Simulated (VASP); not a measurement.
Here is the system:

```
CELL_PARAMETERS angstrom
      0.00000     2.83517     2.83517
      2.83517     0.00000     2.83517
      2.83517     2.83517     0.00000
ATOMIC_POSITIONS crystal
  Li 0.77067 0.75703 0.72866
  Li 0.23174 0.23543 0.25624
  S  0.99759 0.00754 0.01510
```

These are PBE0 hybrid, VASP's PBE PAW potentials (set 64) (plane waves; VASP) values and carry that method's errors. Run with 400 eV cut-off, 7×7×7 Γ-centred mesh, Gaussian smearing of 0.010 eV, potentials Li_sv S.

At this cut-off the stress carries a Pulay error, which pulls relaxed volumes low.

What does the run give for the energy per atom (σ→0), pressure, largest force?

```
Item                           Result
---------------------  --------------
energy per atom (σ→0)  -4.802 eV/atom
pressure                    -1.61 GPa
largest force              0.610 eV/Å
```

Total energies compare only between runs with the same potentials, cut-off and functional.

The structure comes from a computed database's Li2S entry; how it stands against other phases isn't given here. The cell was not relaxed at this level, atoms are displaced from their ideal sites.
